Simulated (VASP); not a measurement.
Calculation: LDA (Ceperley-Alder, Perdew-Zunger), VASP's LDA PAW potentials (set 64) (plane waves; VASP 6.6.1).

A VASP calculation is set up with these files.

File KPOINTS:
```
Regular mesh
0
Gamma
  16 16 16
```

### INCAR
```
SYSTEM = Pt
PREC = Accurate
ENCUT = 520
EDIFF = 1E-7
NELM = 100
ALGO = Normal
LREAL = .FALSE.
LASPH = .TRUE.
ISMEAR = 1
SIGMA = 0.1
LMAXMIX = 6
LWAVE = .FALSE.
LCHARG = .FALSE.
ISIF = 2
```

### POSCAR
```
Pt
1
    0.0000000000     1.9673086472     1.9673086472
    1.9673086472     0.0000000000     1.9673086472
    1.9673086472     1.9673086472     0.0000000000
Pt
1
Direct
  0.0000000000   0.0000000000   0.0000000000
```

POTCAR, in this order: Pt (LDA.64 set). Program: vasp_std.

The run wrote:

File OSZICAR:
```
       N       E                     dE             d eps       ncg     rms          rms(c)
DAV:   1     0.357563843041E+02    0.35756E+02   -0.55361E+03  2722   0.103E+03
DAV:   2    -0.750251448517E+01   -0.43259E+02   -0.41716E+02  2733   0.187E+02
DAV:   3    -0.793450567372E+01   -0.43199E+00   -0.42954E+00  3108   0.191E+01
DAV:   4    -0.793590484978E+01   -0.13992E-02   -0.13991E-02  2979   0.114E+00
DAV:   5    -0.793591434738E+01   -0.94976E-05   -0.94979E-05  2972   0.863E-02    0.128E+01
DAV:   6    -0.753940408858E+01    0.39651E+00   -0.10924E+00  2660   0.932E+00    0.657E+00
DAV:   7    -0.749681902405E+01    0.42585E-01   -0.15291E-01  2795   0.333E+00    0.257E+00
DAV:   8    -0.749228022784E+01    0.45388E-02   -0.51269E-03  2822   0.780E-01    0.499E-01
DAV:   9    -0.749213529434E+01    0.14493E-03   -0.95965E-05  2763   0.109E-01    0.416E-02
DAV:  10    -0.749213612750E+01   -0.83316E-06   -0.22584E-06  2976   0.128E-02    0.257E-03
DAV:  11    -0.749213614983E+01   -0.22331E-07   -0.75348E-08  2450   0.286E-03
   1 F= -.74921361E+01 E0= -.74918633E+01  d E =-.818500E-03
```

### OUTCAR
```
------------------------ aborting loop because EDIFF is reached ----------------------------------------
  FORCE on cell =-STRESS in cart. coord.  units (eV):
  Direction    XX          YY          ZZ          XY          YZ          ZX
  --------------------------------------------------------------------------------------
  Total       -0.7949661     -0.7949661     -0.7949661      0.0000000      0.0000000      0.0000000
  in kB      -83.6395557    -83.6395557    -83.6395557      0.0000000      0.0000000      0.0000000
  external PRESSURE =     -83.6395557 kB  Pullay stress =       0.0000000 kB
  volume of cell :       15.23
      direct lattice vectors                 reciprocal lattice vectors
     0.000000000  1.967308647  1.967308647    -0.254154324  0.254154324  0.254154324
     1.967308647  0.000000000  1.967308647     0.254154324 -0.254154324  0.254154324
     1.967308647  1.967308647  0.000000000     0.254154324  0.254154324 -0.254154324
 POSITION                                       TOTAL-FORCE (eV/Angst)
 -----------------------------------------------------------------------------------
      0.00000      0.00000      0.00000        -0.000000      0.000000      0.000000
 -----------------------------------------------------------------------------------
    total drift:                               -0.000000     -0.000000     -0.000000
  FREE ENERGIE OF THE ION-ELECTRON SYSTEM (eV)
  ---------------------------------------------------
  free  energy   TOTEN  =        -7.4921361498 eV

  energy  without entropy=       -7.4913176500  energy(sigma->0) =       -7.49186332
```
(Selected blocks of OUTCAR.)

The compound is Pt in the fcc structure. This cell is one point of a volume scan, at 1.03 of the reference volume.
